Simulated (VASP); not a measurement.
# Al2GaP3 (Imm2) in VASP: relaxation of cell and atoms with PBE

Aim: the relaxation of cell and atoms of Al2GaP3 with PBE.

Everything below comes from runs of VASP 6.6.1. Logs are shortened: lines on timing, memory, paths and dates and some standing lists are left out, and cuts for length are marked.

### Step 1. The structure

It takes space group Imm2 (No. 44, orthorhombic). The conventional cell has a = 3.902 Å, b = 11.678 Å, c = 5.502 Å, α = 90.00°, β = 90.00°, γ = 90.00°. Around Al (site symmetry m) lie 4 P at 2.38 to 2.39 Å. Ga (site symmetry mm2) is surrounded by 4 P at 2.38 to 2.39 Å. P (site symmetry mm2) has 2 Al at 2.38 Å and 2 Ga at 2.39 Å as nearest neighbours. P (site symmetry m) is surrounded by 3 Al at 2.38 to 2.39 Å and 1 Ga at 2.38 Å.

The cell was built by a generator and needn't be a form met in nature.

### Step 2. Relaxation of cell and atoms, PBE

INCAR

```
SYSTEM = Al2GaP3
ALGO = Normal ; EDIFF = 1E-6
EDIFFG = -0.01 ; ENCUT = 520
GGA = PE ; IBRION = 2
ISIF = 3 ; ISMEAR = 0
KPAR = 4 ; LASPH = .TRUE.
LCHARG = .FALSE. ; LREAL = .FALSE.
LWAVE = .FALSE. ; NELM = 120
NSW = 90 ; PREC = Accurate
SIGMA = 0.03
```

KPOINTS

```
k-points
0
G
  8 8 8
  0 0 0
```

POSCAR

```
Al2GaP3
1.0
   -1.9510000000      5.8390000000      2.7510000000
    1.9510000000     -5.8390000000      2.7510000000
    1.9510000000      5.8390000000     -2.7510000000
Al Ga P
2 1 3
Direct
    0.6666381200      0.0000000000      0.6666381200
    0.3333618800      0.0000000000      0.3333618800
    0.0001817500      0.0001817500      0.0000000000
    0.7497273700      0.2497273700      0.5000000000
    0.0835488700      0.2502726300      0.8332762500
    0.4169963800      0.2502726300      0.1667237500
```

Potentials or basis: VASP PAW PBE potentials, release 64 (Al, Ga_d, P).

Started as:

```
cat potpaw_PBE.64/Al/POTCAR potpaw_PBE.64/Ga_d/POTCAR potpaw_PBE.64/P/POTCAR > POTCAR
mpirun -np 4 vasp_std > vasp.out
```

OUTCAR:

```text
SYSTEM = Al2GaP3
   EDIFF = 1E-6
   EDIFFG = -0.01
   ENCUT = 520
   GGA = PE
   IBRION = 2
   ISIF = 3
   ISMEAR = 0
   LASPH = .TRUE.
   LREAL = .FALSE.
   NELM = 120
   NSW = 90
   PREC = Accurate

 ion  position               nearest neighbor table
   1  0.667  0.000  0.667-   4 2.38   5 2.38   6 2.39   6 2.39
   2  0.333  0.000  0.333-   4 2.38   6 2.38   5 2.39   5 2.39
   3  0.000  0.000  0.000-   6 2.38   5 2.38   4 2.39   4 2.39
   4  0.750  0.250  0.500-   1 2.38   2 2.38   3 2.39   3 2.39
   5  0.084  0.250  0.833-   1 2.38   3 2.38   2 2.39   2 2.39
   6  0.417  0.250  0.167-   2 2.38   3 2.38   1 2.39   1 2.39

  LATTYP: Found a body centered orthorhombic cell.
 ALAT       =     3.9020000000
 B/A-ratio  =     1.4100461302
 C/A-ratio  =     2.9928241927

  Lattice vectors:

 A1 = (  -1.9510000000,   5.8390000000,  -2.7510000000)
 A2 = (   1.9510000000,   5.8390000000,   2.7510000000)
 A3 = (   1.9510000000,  -5.8390000000,  -2.7510000000)

Analysis of symmetry for initial positions (statically):
=====================================================================
 Subroutine PRICEL returns:
 Original cell was already a primitive cell.

 Routine SETGRP: Setting up the symmetry group for a
 body centered orthorhombic supercell.

 Subroutine GETGRP returns: Found  4 space group operations
 (whereof  4 operations were pure point group operations)
 out of a pool of  8 trial point group operations.

The static configuration has the point symmetry C_2v.

Analysis of symmetry for dynamics (positions and initial velocities):
=====================================================================
 Subroutine PRICEL returns:
 Original cell was already a primitive cell.

 Routine SETGRP: Setting up the symmetry group for a
 body centered orthorhombic supercell.

 Subroutine GETGRP returns: Found  4 space group operations
 (whereof  4 operations were pure point group operations)
 out of a pool of  8 trial point group operations.

The dynamic configuration has the point symmetry C_2v.

 Subroutine INISYM returns: Found  4 space group operations
 (whereof  4 operations are pure point group operations),
 and found     1 'primitive' translations

----------------------------------------------------------------------------------------

                                     Primitive cell

  volume of cell :     125.3563

  direct lattice vectors                    reciprocal lattice vectors
    -1.951000000  5.839000000  2.751000000     0.000000000  0.085631101  0.181752090
     1.951000000 -5.839000000  2.751000000     0.256278831  0.000000000  0.181752090
     1.951000000  5.839000000 -2.751000000     0.256278831  0.085631101  0.000000000

  length of vectors
     6.743020317  6.743020317  6.743020317     0.200914180  0.314185712  0.270206449

  position of ions in fractional coordinates (direct lattice)
     0.666638120  0.000000000  0.666638120
     0.333361880  0.000000000  0.333361880
     0.000181750  0.000181750  0.000000000
     0.749727370  0.249727370  0.500000000
     0.083548870  0.250272630  0.833276250
     0.416996380  0.250272630  0.166723750

  ion indices of the primitive-cell ions
   primitive index   ion index
                 1           1
                 2           2
                 3           3
                 4           4
                 5           5
                 6           6

----------------------------------------------------------------------------------------

 KPOINTS: k-points

Automatic generation of k-mesh.
 Grid dimensions read from file:
 generate k-points for:    8    8    8

 Generating k-lattice:

  Cartesian coordinates                     Fractional coordinates (reciprocal lattice)
     0.000000000  0.010703888  0.022719011     0.125000000  0.000000000  0.000000000
     0.032034854  0.000000000  0.022719011    -0.000000000  0.125000000  0.000000000
     0.032034854  0.010703888  0.000000000    -0.000000000  0.000000000  0.125000000

  Length of vectors
     0.025114273  0.039273214  0.033775806

  Shift w.r.t. Gamma in fractional coordinates (k-lattice)
     0.000000000  0.000000000  0.000000000

 Subroutine IBZKPT returns following result:
 ===========================================

 Found     95 irreducible k-points:

 Following reciprocal coordinates:
            Coordinates               Weight
  0.000000  0.000000  0.000000      1.000000
  0.125000  0.000000  0.000000      4.000000
  0.250000  0.000000  0.000000      4.000000
  0.375000  0.000000  0.000000      4.000000
  0.500000  0.000000  0.000000      2.000000
 -0.000000  0.125000  0.000000      4.000000
[... 16 lines left out ...]
  0.125000  0.375000  0.000000      8.000000
  0.250000  0.375000  0.000000      8.000000
 [... further k-points ...]
   k-points           NKPTS =     95   k-points in BZ     NKDIM =     95   number of bands    NBANDS=     21
   number of dos      NEDOS =    301   number of ions     NIONS =      6
   total plane-waves  NPLWV = 125000
   dimension x,y,z NGX =    50 NGY =   50 NGZ =   50
   dimension x,y,z NGXF=   100 NGYF=  100 NGZF=  100
   ions per type =               2   1   3
   NGX,Y,Z   is equivalent  to a cutoff of  12.33, 12.33, 12.33 a.u.
   NGXF,Y,Z  is equivalent  to a cutoff of  24.65, 24.65, 24.65 a.u.
 SYSTEM =  Al2GaP3
   PREC   = accura    normal or accurate (medium, high low for compatibility)
   ISTART =      0    job   : 0-new  1-cont  2-samecut
   ICHARG =      2    charge: 1-file 2-atom 10-const
   ISPIN  =      1    spin polarized calculation?
   LNONCOLLINEAR =      F non collinear calculations
   LSORBIT =      F    spin-orbit coupling
   LASPH  =      T    aspherical Exc in radial PAW
   ENCUT  =  520.0 eV  38.22 Ry    6.18 a.u.  12.54 12.54 12.54*2*pi/ulx,y,z
   NELM   =    120;   NELMIN=  2; NELMDL= -5     # of ELM steps
   EDIFF  = 0.1E-05   stopping-criterion for ELM
   LREAL  =      F    real-space projection
   EDIFFG = -.1E-01   stopping-criterion for IOM
   NSW    =     90    number of steps for IOM
   IBRION =      2    ionic relax: 0-MD 1-quasi-New 2-CG
   NFREE  =      1    steps in history (QN), initial steepest desc. (CG)
   ISIF   =      3    stress and relaxation
   ISYM   =      2    0-nonsym 1-usesym 2-fastsym
   POTIM  = 0.5000    time-step for ionic-motion
   TEBEG  =    0.0;   TEEND  =   0.0 temperature during run
   PSTRESS=    0.0 pullay stress
   NELECT =      34.0000    total number of electrons
   NUPDOWN=      -1.0000    fix difference up-down
   EMIN   =  10.00;   EMAX   =-10.00  energy-range for DOS
   EFERMI =   0.00;   METHOD = LEGACY
   ISMEAR =     0;   SIGMA  =   0.03  broadening in eV -4-tet -1-fermi 0-gaus
   EFERMI_NEDOS =   21; number of points for ismear=-14 and -15
   IALGO  =     38    algorithm
   IMIX   =      4    mixing-type and parameters
     AMIX     =   0.40;   BMIX     =  1.00
     AMIX_MAG =   1.60;   BMIX_MAG =  1.00
  volume/ion in A,a.u.               =      20.89       140.99
  Fermi-wavevector in a.u.,A,eV,Ry     =   1.059707  2.002555 15.279048  1.122978
  Thomas-Fermi vector in A             =   2.195062
   LORBIT       =      0    0 simple, 1 ext, 2 COOP (PROOUT), +10 PAW based schemes
   GGA     = PE    functional components
   LHFCALC =     F    Hartree Fock is set to
   AEXX    =    0.0000 exact exchange contribution
   IVDW    =     0    specifies the selected vdW correction
   LEPSILON=     F    determine dielectric tensor
   LRPA    =     F    only Hartree local field effects (RPA)
 conjugate gradient relaxation of ions
 non-spin polarized calculation
 Gauss-broadening in eV      SIGMA  =   0.03
  energy-cutoff  :      520.00
  volume of cell :      125.36
 maximum number of plane-waves:      3402
   NGX = 25   NGY = 25   NGZ = 25

--------------------------------------- Ionic step        1  -------------------------------------------

 number of electron      33.9999993 magnetization

 Free energy of the ion-electron system (eV)
  ---------------------------------------------------
  ext. energy  EPLUGINS =         0.00000000
  ---------------------------------------------------
  free energy    TOTEN  =       -29.86641561 eV

  energy without entropy =      -29.86641561  energy(sigma->0) =      -29.86641561

------------------------ aborting loop because EDIFF is reached ----------------------------------------

  FORCE on cell =-STRESS in cart. coord.  units (eV):
  Direction    XX          YY          ZZ          XY          YZ          ZX
  --------------------------------------------------------------------------------------
  -------------------------------------------------------------------------------------
  Total       -0.2535671      0.0641957     -0.0241465      0.0000000      0.0000000      0.0000000
  in kB       -3.2408363      0.8204836     -0.3086155      0.0000000      0.0000000      0.0000000
  external PRESSURE =      -0.9096561 kB  Pullay stress =       0.0000000 kB
[... 145 lines left out ...]
  energy  without entropy=      -29.8669340691  energy(sigma->0) =      -29.86693407

--------------------------------------- Ionic step        5  -------------------------------------------

 number of electron      33.9999993 magnetization

 Free energy of the ion-electron system (eV)
  ---------------------------------------------------
  ext. energy  EPLUGINS =         0.00000000
  ---------------------------------------------------
  free energy    TOTEN  =       -29.86694686 eV

  energy without entropy =      -29.86694686  energy(sigma->0) =      -29.86694686

 E-fermi :   4.5075     XC(G=0):  -9.3058

 val. band max:        4.3432630181   @ k =   0.0000   0.0000   0.0000
 cond. band min:       5.9950334171   @ k =   0.5000   0.5000   0.5000
 fundamental gap:      1.6517703989
 Fermi energy:         4.5075019453

 k-point     1 :       0.0000    0.0000    0.0000
  band No.  band energies     occupation
      1      -9.9197      2.00000
      2      -9.8929      2.00000
      3      -9.8624      2.00000
      4      -9.8116      2.00000
      5      -9.7985      2.00000
      6      -7.3260      2.00000
[... 550 lines left out ...]
      5      -9.8008      2.00000
      6      -5.6503      2.00000
[... 13 lines left out ...]
     20       8.2808      0.00000
     21       8.7578      0.00000

 [... further k-points ...]

------------------------ aborting loop because EDIFF is reached ----------------------------------------

  FORCE on cell =-STRESS in cart. coord.  units (eV):
  Direction    XX          YY          ZZ          XY          YZ          ZX
  --------------------------------------------------------------------------------------
  -------------------------------------------------------------------------------------
  Total       -0.0072675      0.0088299      0.0120936      0.0000000      0.0000000      0.0000000
  in kB       -0.0929918      0.1129842      0.1547454      0.0000000      0.0000000      0.0000000
  external PRESSURE =       0.0582459 kB  Pullay stress =       0.0000000 kB
[... 21 lines left out ...]
  FREE ENERGIE OF THE ION-ELECTRON SYSTEM (eV)
  ---------------------------------------------------
  free  energy   TOTEN  =       -29.8669468624 eV

  energy  without entropy=      -29.8669468624  energy(sigma->0) =      -29.86694686

 reached required accuracy - stopping structural energy minimisation
```

Run time: 5.7 min. Hardware: 4 MPI ranks of Intel Xeon Platinum 8488C (Sapphire Rapids), shared host; peak memory 0.54 GiB.

What came out:

* Free energy: -29.8669 eV
* Relaxed volume: 20.87 Å³/atom
* Relaxed cell: a = 6.744 Å, b = 6.744 Å, c = 6.744 Å, α = 146.43°, β = 59.99°, γ = 131.83°
* Space group after relaxing (to 0.05 Å): Imm2 (No. 44)
* Energy gained by relaxing: 0.1 meV/atom
* Ionic steps: 5
* Pressure after relaxing: 0.0 GPa
* Largest force after relaxing: 0.006 eV/Å
* Band gap on the k mesh: 1.65 eV, indirect (least direct gap 1.95 eV)

Forces on the atoms (eV/Å):
```
Al   0.000  0.005 -0.002
Al   0.000 -0.005 -0.002
Ga   0.000  0.000  0.000
P    0.000  0.000  0.000
P    0.000  0.002  0.002
P    0.000 -0.002  0.002
```

Step by step:
```csv
step,energy change (eV),largest force (eV/Å),pressure (GPa),volume (Å³)
1,0.0000,0.0576,-0.09,125.36
2,-0.0004,0.0376,0.07,125.14
3,-0.0004,0.0363,0.02,125.17
4,-0.0005,0.0122,0.01,125.20
5,-0.0005,0.0058,0.01,125.21
```

Final structure:
```
CELL_PARAMETERS angstrom
-1.94750 5.84084 2.75193
1.94750 -5.84084 2.75193
1.94750 5.84084 -2.75193
ATOMIC_POSITIONS crystal
Al 0.66668 0.00001 0.66668
Al 0.33333 0.00001 0.33332
Ga 0.00002 0.00002 0.00000
P 0.74900 0.24900 0.50000
P 0.08373 0.25071 0.83302
P 0.41770 0.25071 0.16698
```

Levels at points of the mesh, in eV from the valence-band top:
```csv
k point,band 13,band 14,band 15,band 16,band 17,band 18,band 19,band 20,band 21
"(0.00, 0.00, 0.00)",-1.59,-1.57,-0.01,0.00,0.00,2.40,2.70,3.00,4.32
"(0.50, 0.00, 0.00)",-1.37,-1.33,-1.20,-0.85,-0.84,2.19,3.18,3.29,4.60
"(0.00, 0.50, 0.00)",-3.14,-2.08,-2.06,-0.85,-0.85,2.27,4.06,4.08,4.66
"(0.50, 0.50, 0.00)",-2.75,-2.22,-2.22,-1.70,-1.66,1.66,2.16,3.73,3.92
"(0.50, 0.50, 0.50)",-2.22,-1.75,-1.68,-0.44,-0.29,1.65,2.17,3.71,4.07
```

A k mesh can miss the band edges.
